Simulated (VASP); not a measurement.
Consider the following.

```xyz
3
Lattice="3.0701 0.0000 0.0000 -1.5350 2.6587 0.0000 0.0000 0.0000 4.6784" Properties=species:S:1:pos:R:3 pbc="T T T"
W      0.0000     1.7725     3.4917
W      1.5350     0.8862     1.1868
C      0.0000     0.0000     0.0000
```

These are PBE GGA, VASP's PBE PAW potentials (set 64) (plane waves; VASP 6.6.1) values and carry that method's errors. Numerical set-up: 400 eV cut-off, 8×8×5 Γ-centred mesh, Gaussian smearing of 0.10 eV, potentials W_sv C.

Question: Give the energies of bands 10 to 19 at the high-symmetry points, in eV from the Fermi level.

Answer: 
```json
[
 {"band": "10", "Γ": "-8.41", "M": "-8.39", "K": "-6.95", "A": "-9.17", "L": "-8.40", "H": "-7.39"},
 {"band": "11", "Γ": "-5.43", "M": "-5.83", "K": "-6.95", "A": "-5.74", "L": "-6.13", "H": "-7.39"},
 {"band": "12", "Γ": "-5.43", "M": "-5.77", "K": "-5.32", "A": "-5.74", "L": "-5.29", "H": "-5.72"},
 {"band": "13", "Γ": "-3.98", "M": "-5.43", "K": "-4.27", "A": "-3.25", "L": "-4.10", "H": "-3.06"},
 {"band": "14", "Γ": "-1.47", "M": "-3.43", "K": "-3.53", "A": "-2.81", "L": "-2.64", "H": "-2.75"},
 {"band": "15", "Γ": "-1.36", "M": "-1.76", "K": "-3.53", "A": "-2.30", "L": "-2.46", "H": "-2.75"},
 {"band": "16", "Γ": "-1.36", "M": "1.38", "K": "0.92", "A": "-2.30", "L": "-0.48", "H": "-0.45"},
 {"band": "17", "Γ": "-1.07", "M": "2.24", "K": "0.92", "A": "1.02", "L": "0.26", "H": "0.51"},
 {"band": "18", "Γ": "-1.07", "M": "2.57", "K": "2.24", "A": "1.02", "L": "2.01", "H": "0.51"},
 {"band": "19", "Γ": "0.55", "M": "3.02", "K": "2.27", "A": "1.64", "L": "2.56", "H": "3.36"}
]
```

It has no gap at this level: it comes out as a metal or semimetal.

The structure comes from a computed database's W2C entry; how it stands against other phases isn't given here. The cell was not relaxed at this level.
